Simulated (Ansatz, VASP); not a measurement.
## One calculation of ScF3, two programs

```xyz
4
Lattice="3.9305 0.0000 0.0000 0.0000 3.9305 0.0000 0.0000 0.0000 3.9305" Properties=species:S:1:pos:R:3 pbc="T T T"
Sc    0.0000    0.0000    0.0000
F     1.9653    0.0000    0.0000
F     0.0000    1.9653    0.0000
F     0.0000    0.0000    1.9653
```

Change from the starting cell: volume scaled by 0.94, PAW files.

Alike in both runs: task electric field gradients; functional LDA; k mesh 6 × 6 × 6; occupations fermi-dirac, width 0.02 eV; no spin polarisation.

|  | VASP | Ansatz |
| --- | --- | --- |
| version | VASP 6.6.1 | Ansatz 0.2.0 |
| potentials or method | VASP PAW LDA potentials, release 64 (Sc_sv, F) | PAW with Ansatz's default frozen-core files, scalar-relativistic |
| plane-wave cutoff (eV) | 520 | 420 |
| valence electrons in the cell | 32 | 32 |

VASP gave:

- gap on the k mesh at the Fermi level (eV): 6.49
- pressure (GPa): 4.6
- Vzz of the field gradient on the site that differs most (V/Å²): 45.6

Which values does Ansatz return?

gap on the k mesh at the Fermi level (eV): 6.52; pressure (GPa): 3.7; Vzz of the field gradient on the site that differs most (V/Å²): 47.7.

A k mesh can miss the band edges.
